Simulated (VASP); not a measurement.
**What spin-orbit coupling changes in CuAu (Tetraauricupride)**

Aim: run bands, DOS and a relaxation of CuAu (Tetraauricupride) twice, without and with spin-orbit coupling. All runs use PBE. Left out of this account: 1 further run (self-consistent run: a reference on another mesh). The start is a cell from a database of measured crystal structures.

Calculated with VASP 6.6.1; PBE; plane waves and PAW (Cu, Au), in the first sound run; inputs show where later runs differ.

**1. Set-up**

The structure is tetragonal, space group P4/mmm (No. 123). Conventional cell: a = 2.800 Å, b = 2.800 Å, c = 3.670 Å, α = 90.00°, β = 90.00°, γ = 90.00°. Nearest to Cu lie 8 Au at 2.70 Å and 4 Cu at 2.80 Å. Nearest to Au lie 8 Cu at 2.70 Å and 4 Au at 2.80 Å. Farther neighbours are not listed.

**2. Band structure (PBE)**

The mesh alone shows little of the dispersion and can miss band extrema, so KPOINTS_OPT adds a path through the symmetry points after the self-consistent cycle. PBE, the usual starting point, adds the gradient of the density.

Input file INCAR:

```
SYSTEM = CuAu
PREC = Accurate
ENCUT = 400
EDIFF = 1E-06
NELM = 100
ISMEAR = -1
SIGMA = 0.05
LREAL = .FALSE.
ALGO = Normal
GGA = PE
NBANDS = 23
LASPH = .TRUE.
LORBIT = 11
LWAVE = .FALSE.
LCHARG = .FALSE.
KPAR = 2
```

Input file POSCAR:

```
CuAu
1.0
    2.8000000000      0.0000000000      0.0000000000
    0.0000000000      2.8000000000      0.0000000000
    0.0000000000      0.0000000000      3.6700000000
Cu Au
1 1
Direct
    0.5000000000      0.5000000000      0.5000000000
    0.0000000000      0.0000000000      0.0000000000
```

Input file KPOINTS:

```
Automatic mesh
0
Gamma
12 12 9
0 0 0
```

Input file KPOINTS_OPT:

```
Line mode
16
Line-mode
Reciprocal
  0.00000000   0.00000000   0.00000000 GAMMA
  0.00000000   0.50000000   0.00000000 X

  0.00000000   0.50000000   0.00000000 X
  0.50000000   0.50000000   0.00000000 M

  0.50000000   0.50000000   0.00000000 M
  0.00000000   0.00000000   0.00000000 GAMMA

  0.00000000   0.00000000   0.00000000 GAMMA
  0.00000000   0.00000000   0.50000000 Z

  0.00000000   0.00000000   0.50000000 Z
  0.00000000   0.50000000   0.50000000 R

  0.00000000   0.50000000   0.50000000 R
  0.50000000   0.50000000   0.50000000 A

  0.50000000   0.50000000   0.50000000 A
  0.00000000   0.00000000   0.50000000 Z

  0.00000000   0.50000000   0.00000000 X
  0.00000000   0.50000000   0.50000000 R

  0.50000000   0.50000000   0.00000000 M
  0.50000000   0.50000000   0.50000000 A
```

The projector-augmented-wave data sets are Cu and Au (PBE family, release 64).

Run with:

```sh
> mpirun -np 2 vasp_std
```

The log of the run:

```text
[banner, memory and clock lines left out]
running    2 mpi-ranks, on    1 nodes
 distrk:  each k-point on    1 cores,    2 groups
 distr:  one band on    1 cores,    1 groups

 POSCAR found type information on POSCAR CuAu
 POSCAR found :  2 types and       2 ions
 LDA part: xc-table for (Slater+PW92), standard interpolation
 POSCAR, INCAR and KPOINTS ok, starting setup
 FFT: planning ... GRIDC
 FFT: planning ... GRID_SOFT
 FFT: planning ... GRID
 WAVECAR not read
 entering main loop
       N       E                     dE             d eps       ncg     rms          rms(c)
DAV:   1     0.112738284696E+03    0.11274E+03   -0.87509E+03  7385   0.110E+03
DAV:   2    -0.271016491762E+01   -0.11545E+03   -0.10676E+03  7063   0.235E+02
DAV:   3    -0.794053342321E+01   -0.52304E+01   -0.51553E+01  7757   0.523E+01
DAV:   4    -0.801861903791E+01   -0.78086E-01   -0.78056E-01  7581   0.548E+00
DAV:   5    -0.802104737921E+01   -0.24283E-02   -0.24283E-02  8981   0.104E+00    0.118E+01
DAV:   6    -0.748805943465E+01    0.53299E+00   -0.50948E+00  7700   0.545E+01    0.548E+00
DAV:   7    -0.712327882397E+01    0.36478E+00   -0.21971E+00  8456   0.586E+01    0.620E+00
DAV:   8    -0.704397365857E+01    0.79305E-01   -0.19555E-01  9655   0.970E+00    0.286E+00
DAV:   9    -0.703784439077E+01    0.61293E-02   -0.90798E-03  9496   0.103E+00    0.257E-01
DAV:  10    -0.703693588360E+01    0.90851E-03   -0.43258E-03  8167   0.161E+00    0.761E-02
DAV:  11    -0.703688621016E+01    0.49673E-04   -0.30509E-04 10057   0.375E-01    0.164E-02
DAV:  12    -0.703688340521E+01    0.28050E-05   -0.13015E-05 10361   0.539E-02    0.107E-02
DAV:  13    -0.703688257107E+01    0.83414E-06   -0.95850E-07  4586   0.187E-02
   1 F= -.70368826E+01 E0= -.70333205E+01  d E =-.712423E-02
 Start KPOINTS_OPT (optional k-point list driver)
k-point batch [1-140\144]
       N       E                     dE             ncg
DAV:   1     0.331413197009E+05   -0.55393E+05     7380
DAV:   2     0.170445875070E+05   -0.16097E+05     7098
DAV:   3     0.163310683325E+05   -0.71352E+03     7575
DAV:   4     0.163193042719E+05   -0.11764E+02     7676
DAV:   5     0.163188927982E+05   -0.41147E+00     9170
DAV:   6     0.163188811093E+05   -0.11689E-01     8229
DAV:   7     0.163188807156E+05   -0.39375E-03     8064
DAV:   8     0.163188807080E+05   -0.75914E-05     5565
DAV:   9     0.163188807075E+05   -0.46080E-06     5264
k-point batch [141-144\144]
       N       E                     dE             ncg
DAV:   1     0.927243649241E+05   -0.31154E+04      207
DAV:   2     0.922415328538E+05   -0.48283E+03      205
DAV:   3     0.922247963400E+05   -0.16737E+02      212
DAV:   4     0.922245063118E+05   -0.29003E+00      249
DAV:   5     0.922244972264E+05   -0.90854E-02      259
DAV:   6     0.922244971074E+05   -0.11898E-03      249
DAV:   7     0.922244971071E+05   -0.28573E-06      164
```

It took 41 s on 2 MPI ranks of AMD EPYC 7R43, shared host; peak memory 0.36 GiB; 80 s of CPU time.

The logs omit lines about the potential files and the build; timing stands in the text.

Parts of OUTCAR (step 2):

```text
ion  position               nearest neighbor table
   1  0.500  0.500  0.500-   2 2.70   2 2.70   2 2.70   2 2.70   2 2.70   2 2.70   2 2.70   2 2.70

  LATTYP: Found a simple tetragonal cell.
 ALAT       =     2.8000000000
 C/A-ratio  =     1.3107142857

 Subroutine GETGRP returns: Found 16 space group operations
 (whereof 16 operations were pure point group operations)

The static configuration has the point symmetry D_4h.

 Found    140 irreducible k-points:

   k-points           NKPTS =    140   k-points in BZ     NKDIM =    140   number of bands    NBANDS=     23

   dimension x,y,z NGX =    18 NGY =   18 NGZ =   24
   dimension x,y,z NGXF=    36 NGYF=   36 NGZF=   48

   ENCUT  =  400.0 eV  29.40 Ry    5.42 a.u.   4.57  4.57  5.98*2*pi/ulx,y,z

   NELECT =      22.0000    total number of electrons

 k-points in reciprocal lattice and weights: Automatic mesh
   0.00000000  0.00000000  0.00000000       0.001
   0.08333333  0.00000000  0.00000000       0.003
   0.16666667  0.00000000  0.00000000       0.003
   0.25000000  0.00000000  0.00000000       0.003
   0.33333333  0.00000000  0.00000000       0.003
   0.41666667  0.00000000  0.00000000       0.003
   0.50000000  0.00000000  0.00000000       0.002
   0.08333333  0.08333333  0.00000000       0.003
   0.16666667  0.08333333  0.00000000       0.006
[...]
0.50000000  0.41666667  0.44444444       0.006
   0.50000000  0.50000000  0.44444444       0.002

 average (electrostatic) potential at core
       1 -62.1432       2 -65.1287

 E-fermi :   8.8592

 k-point     1 :       0.0000    0.0000    0.0000
  band No.  band energies     occupation
    ...
      7       6.0454      2.00000
      8       6.7451      2.00000
      9       7.2026      2.00000
     10       7.4290      2.00000
     11       7.4290      2.00000
     12      11.0003      0.00000
     13      17.0484      0.00000
     14      18.9799      0.00000
     15      18.9799      0.00000
     16      25.7425      0.00000
    ...

 k-point     2 :       0.0833    0.0000    0.0000
  band No.  band energies     occupation
    ...
      7       6.0718      2.00000
      8       6.7381      2.00000
      9       7.1323      2.00000
     10       7.1786      2.00000
     11       7.3947      2.00000
     12      11.4721      0.00000
     13      16.8026      0.00000
     14      18.1814      0.00000
     15      19.2608      0.00000
     16      25.5531      0.00000
    ...

 k-point     3 :       0.1667    0.0000    0.0000
  band No.  band energies     occupation
    ...
      7       6.1239      2.00000
      8       6.7117      2.00000
      9       6.7413      2.00000
     10       6.9625      2.00000
     11       7.2948      2.00000
     12      12.5949      0.00000
     13      15.3590      0.00000
     14      17.5810      0.00000
     15      20.0556      0.00000
     16      24.8030      0.00000
    ...

  Total        1.1947289      1.1947289      0.9281864      0.0000000      0.0000000      0.0000000
  in kB       66.5269816     66.5269816     51.6848996      0.0000000      0.0000000      0.0000000
  external PRESSURE =      61.5796209 kB  Pullay stress =       0.0000000 kB

  energy-cutoff  :      400.00
  volume of cell :       28.77
      direct lattice vectors                 reciprocal lattice vectors
     2.800000000  0.000000000  0.000000000     0.357142857  0.000000000  0.000000000
     0.000000000  2.800000000  0.000000000     0.000000000  0.357142857  0.000000000
     0.000000000  0.000000000  3.670000000     0.000000000  0.000000000  0.272479564

 POSITION                                       TOTAL-FORCE (eV/Angst)
 -----------------------------------------------------------------------------------
      1.40000      1.40000      1.83500         0.000000      0.000000      0.000000
      0.00000      0.00000      0.00000         0.000000      0.000000      0.000000
 -----------------------------------------------------------------------------------
    total drift:                                0.000000     -0.000000     -0.000000

  FREE ENERGIE OF THE ION-ELECTRON SYSTEM (eV)
  ---------------------------------------------------
  free  energy   TOTEN  =        -7.0368825711 eV

  energy  without entropy=       -7.0297583402  energy(sigma->0) =       -7.03332046

 total charge
# of ion       s       p       d       tot
------------------------------------------
    1        0.382   0.324   9.223   9.929
    2        0.614   0.433   8.702   9.749
--------------------------------------------------
tot          0.996   0.757  17.925  19.678

[... 3 further parts left out ...]
```

Spin-orbit coupling is off here; with elements this heavy it splits and shifts levels by tenths of an eV or more. At this level the cell is under a pressure of 6.2 GPa, so at these settings it is away from equilibrium.

This step gave:

```
SCF cycles              : 13
electrons               : 22
bands                   : 23
irreducible k-points    : 140
symmetry operations     : 16
free energy (TOTEN)     : -7.037 eV
energy at zero smearing : -7.033 eV
Fermi energy            : 8.859 eV
pressure                : 6.158 GPa
metallic                : yes
```

The electronic bands at the labelled points (eV, zero at the Fermi level; # counts the bands kept):

```tsv
point	#8	#9	#10	#11	#12	#13	#14	#15
Γ	-2.11	-1.66	-1.43	-1.43	2.14	8.19	10.12	10.12
0.53 of the way	-2.61	-2.12	-1.99	-1.76	4.04	5.49	8.71	12.68
X	-2.96	-2.38	-2.17	-0.82	-0.08	9.52	9.61	11.49
0.47 of the way	-2.05	-1.81	-1.81	-0.38	0.15	9.64	10.32	10.99
M	-1.60	-1.33	-1.33	0.69	0.69	5.27	7.00	10.17
0.47 of the way	-2.27	-2.26	-1.93	-1.38	5.09	6.30	7.49	9.68
Γ	-2.11	-1.66	-1.43	-1.43	2.14	8.19	10.12	10.12
0.53 of the way	-2.38	-1.89	-1.89	-1.80	-1.16	11.73	11.73	12.80
Z	-2.72	-2.33	-2.31	-2.31	-1.95	14.45	14.72	14.72
0.47 of the way	-2.78	-1.77	-1.77	-1.74	-1.63	8.62	8.75	15.42
R	-1.69	-1.56	-1.51	-1.04	-1.03	2.78	4.51	15.96
0.53 of the way	-2.29	-1.90	-1.72	2.60	2.65	3.11	4.60	10.71
A	-2.12	-1.60	-1.60	5.47	5.59	5.59	6.32	6.99
0.47 of the way	-2.29	-2.28	-2.12	-0.27	0.51	8.46	9.03	9.18
Z	-2.72	-2.33	-2.31	-2.31	-1.95	14.45	14.72	14.72
jump to X	-2.96	-2.38	-2.17	-0.82	-0.08	9.52	9.61	11.49
0.53 of the way	-2.68	-1.81	-1.81	-0.84	-0.24	4.84	6.15	15.44
R	-1.69	-1.56	-1.51	-1.04	-1.03	2.78	4.51	15.96
jump to M	-1.60	-1.33	-1.33	0.69	0.69	5.27	7.00	10.17
0.47 of the way	-1.84	-1.60	-1.60	2.60	2.60	5.45	6.23	10.08
A	-2.12	-1.60	-1.60	5.47	5.59	5.59	6.32	6.99
```

Of the projections kept (Cu, Au), the largest for each band there; the rest of the weight can lie on other orbitals:

```tsv
point	#8	#9	#10	#11	#12	#13	#14	#15
Γ	Cu 0.82	Cu 0.80	Cu 0.74	Cu 0.74	Au 0.54	Au 0.54	Cu 0.53	Cu 0.53
X	Cu 0.99	Cu 1.00	Cu 1.00	Cu 0.93	Au 0.93	Cu 0.64	Au 0.67	Au 0.63
M	Cu 1.00	Cu 0.76	Cu 0.76	Au 0.55	Au 0.55	Au 0.78	Cu 0.68	Cu 1.00
Γ	Cu 0.82	Cu 0.80	Cu 0.74	Cu 0.74	Au 0.54	Au 0.54	Cu 0.53	Cu 0.53
Z	Au 1.00	Cu 0.98	Cu 0.99	Cu 0.99	Cu 1.00	Cu 1.00	Au 0.77	Au 0.77
R	Cu 0.95	Cu 0.82	Cu 0.71	Au 0.69	Cu 0.57	Au 0.73	Cu 0.61	Au 0.80
```

There is no gap at this level.

[end of part 1 of 4]

[Lines on the potential files, build, host, timing and source positions are cut from VASP's logs without a mark.]

[Logs are printed without paths, hosts, clocks, repeated set-up lines and the standing remarks that a program may print on its own settings, such as how far it seeks lower states.]

[Hosts, paths, dates, database ids (printed as entryN), source tags and the programs' standing remarks are cut or masked in the printed files.]

[A measured line is paired with the nearest computed mode of its activity, which favours agreement.]
